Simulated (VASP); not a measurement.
ZnRe2:

```
Zn Re
1.0
     0.00000    2.89556    2.89556
     2.89556    0.00000    2.89556
     2.89556    2.89556    0.00000
Zn Re
1 2
Direct
  0.00000 0.00000 0.00000
  0.75000 0.75000 0.75000
  0.25000 0.25000 0.25000
```

The cell was built by a generator and needn't be a form met in nature.

Base run:

```yaml
Program: VASP 6.6.1
Functional: PBE
Potentials_or_basis: VASP PAW PBE potentials, release 64 (Zn, Re)
Cutoff: 520 eV
k_mesh: 8 × 8 × 8
Occupations: fermi-dirac, width 0.05 eV
Spin: no spin polarisation
```

Its results: pressure 0.3 GPa.

Question: The run is repeated on the same cell with these changes: functional from PBE to PBEsol. What comes out?

Answer: Pressure -7.2 GPa.

PBEsol binds more tightly than PBE, so the same cell stands under less pressure.

Caveats: the PAW data sets were made with another functional, which shifts forces and pressure a little (some runs).
